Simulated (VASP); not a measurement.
Input:

```xyz
2
Lattice="0.0000 2.3725 2.3725 2.3725 0.0000 2.3725 2.3725 2.3725 0.0000" Properties=species:S:1:pos:R:3 pbc="T T T"
Zr     0.0000     0.0000     0.0000
C      2.3725     2.3725     2.3725
```

These are vdW-DF2, VASP's PBE PAW potentials (set 64) (plane waves; VASP) values and carry that method's errors. Settings: 520 eV cut-off, 13×13×13 Γ-centred mesh, first-order Methfessel-Paxton smearing of 0.10 eV, potentials Zr_sv C.

### Question
Give the stress tensor in GPa (positive for a compressed cell).

### Answer

```
6.41  0.00  0.00
0.00  6.41  0.00
0.00  0.00  6.41
```
The pressure is its mean diagonal, 6.41 GPa.

The compound is ZrC in the rock salt structure. This cell is one point of a volume scan, at 0.97 of the reference volume.
